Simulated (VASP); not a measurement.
Cost and result of VASP (PAW) for the lattice constant a of NaH (rock salt). Static lattice. The cost counts the five points of the equation of state, each on the mesh and cut-off of its row, so the ratios hold those differences too. With PBE it took about 20 core-seconds. Times come from single runs on busy shared machines, so they are rough: good to a factor of about 2.

```tsv
level	k-mesh	cut-off (eV)	lattice constant a (Å)	cost over PBE
LDA	10×10×10	520	4.692	within a factor of 2
PBE	9×9×9	520	4.835	reference
RPBE	9×9×9	520	(withheld)	within a factor of 2
AM05	9×9×9	520	4.843	within a factor of 2
PBE-D4	10×10×10	520	4.797	within a factor of 2
optB88-vdW	10×10×10	520	4.791	about 5 times
r2SCAN	10×10×10	520	4.778	about 6 times
HSE06	8×8×8	520	(withheld)	(withheld)
```

What belongs in the gaps?

- RPBE, lattice constant a (Å): 4.930
- HSE06, lattice constant a (Å): 4.811
- HSE06, cost over PBE: about 40 times

Left out are levels that failed, ran on another kind of processor or have no fit band path; at most nine are shown.

The compound is NaH in the rock salt structure.
